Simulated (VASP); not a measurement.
Energy against volume of CsI (CsCl type). Level of theory: LDA (Ceperley-Alder, Perdew-Zunger), VASP's LDA PAW potentials (set 64) (plane waves; VASP). Settings: 520 eV cut-off, 6×6×6 Γ-centred mesh, Gaussian smearing of 0.050 eV, potentials Cs_sv I.

```json
[
 {"V (Å³/atom)": "40.288", "E (eV/atom)": "-3.08435"},
 {"V (Å³/atom)": "41.573", "E (eV/atom)": "-3.09145"},
 {"V (Å³/atom)": "42.859", "E (eV/atom)": "-3.09363"},
 {"V (Å³/atom)": "44.145", "E (eV/atom)": "-3.09172"}
]
```

Q: Fit these four points and predict the energy of the run at 45.431 Å³/atom.

A: A cubic in V^(−2/3), the third-order Birch-Murnaghan form, passes through the four points with V0 = 42.86 Å³/atom and B0 = 17 GPa, and gives -3.0864 eV/atom there. The run gave -3.0864 eV/atom, +0.0 meV/atom from the fit; all five points give B0 = 17 GPa.

The compound is CsI in the CsCl type structure. It was relaxed first, which changed the volume by -10 %.
